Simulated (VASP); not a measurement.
Here is the system:

```
Au
1.0
    0.00000     2.00500     2.00500
    2.00500     0.00000     2.00500
    2.00500     2.00500     0.00000
Au
1
Direct
  0.00000   0.00000   0.00000
```

These are vdW-DF-cx, VASP's PBE PAW potentials (set 64) (plane waves; VASP 6.6.1) values and carry that method's errors. Numerical set-up: 520 eV cut-off, 15×15×15 Γ-centred mesh, first-order Methfessel-Paxton smearing of 0.10 eV, potentials Au.

### Question
The job: Au (fcc), 1 atom, vdW-DF-cx, static run, 520 eV, 15×15×15 Γ-centred mesh. Roughly how much core time does it take on a busy server core?

### Answer
About 20 core-seconds (one run on a shared machine, a rough figure). It had 120 irreducible k-points, 9 bands, up to 445 plane waves and 11 electronic steps.

The compound is Au in the fcc structure. This cell is one point of a volume scan, at 0.94 of the reference volume.
